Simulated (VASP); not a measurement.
A run of VASP 6.6.1 is set up as follows.

The input POSCAR:

```
CdBr
1.0
    0.0000000000      3.0723910300      3.0723910300
    3.0723910300      0.0000000000      3.0723910300
    3.0723910300      3.0723910300      0.0000000000
Cd Br
1 1
Direct
    0.0000000000      0.0000000000      0.0000000000
    0.5000000000      0.5000000000      0.5000000000
```

Contents of INCAR.step1:

```
PREC = Accurate
ENCUT = 520
EDIFF = 1E-5
ISMEAR = -1
SIGMA = 0.05
LREAL = False
LASPH = True
NELM = 100
ALGO = Normal
ISIF = 2
LWAVE = True
LCHARG = False
NBANDS = 16
GGA = PE
```

Contents of INCAR.step2:

```
PREC = Accurate
ENCUT = 520
EDIFF = 1E-6
ISMEAR = -1
SIGMA = 0.05
LREAL = False
LASPH = True
NELM = 100
ALGO = Normal
ISIF = 2
LWAVE = False
LCHARG = False
GGA = PE
LHFCALC = True
HFSCREEN = 0.2
AEXX = 0.5
PRECFOCK = Fast
NBANDS = 16
ISTART = 1
```

The input KPOINTS:

```
regular mesh
0
Gamma
  4 4 4
```

Potentials or basis: VASP PAW PBE potentials, release 64 (Cd, Br).

Run with:

```console
$ cat potpaw_PBE.64/Cd/POTCAR potpaw_PBE.64/Br/POTCAR > POTCAR
$ cp INCAR.step1 INCAR
$ mpirun -np 1 vasp_std > vasp.out
$ cp INCAR.step2 INCAR
$ mpirun -np 1 vasp_std > vasp.out
```

(1) Predict the pressure.

(2) What does it give for the band gap on the k mesh?

Answers

(1) 0.7 GPa.

(2) none (metal or under the smearing width).

Caveat: the k mesh is coarse (spacing up to 0.44 Å⁻¹), so the values aren't converged, least of all with exact exchange; the PAW data sets were made with another functional, which shifts forces and pressure a little; an odd number of electrons without spin polarisation forces a metal; a magnetic or distorted state may lie lower.
